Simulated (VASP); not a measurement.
```
MoS2
1.0
    3.21028     0.00000     0.00000
   -1.60514     2.78018     0.00000
    0.00000     0.00000    13.28118
Mo S
2 4
Direct
  0.00000   0.00000   0.25000
  0.00000   0.00000   0.75000
  0.33333   0.66667   0.36774
  0.66667   0.33333   0.63226
  0.66667   0.33333   0.86774
  0.33333   0.66667   0.13226
```

All values below come from PBE GGA, VASP's PBE PAW potentials (set 64) (plane waves; VASP). Numerical set-up: 300 eV cut-off, 6×6×2 Γ-centred mesh, Gaussian smearing of 0.010 eV, potentials Mo_sv S.

At this cut-off the stress carries a Pulay error, which pulls relaxed volumes low.

Task: What does the run give for the energy per atom (σ→0), pressure, largest force, band gap (on the k-mesh) with the smallest direct gap where there is one?

Result: 
band gap (on the k-mesh): 1.10 eV
smallest direct gap (on the k-mesh): 1.60 eV
energy per atom (σ→0): -7275 meV/atom
pressure: -2.21 GPa
largest force: 0.201 eV/Å

The structure comes from a computed database's MoS2 entry; how it stands against other phases isn't given here. The cell was not relaxed at this level.
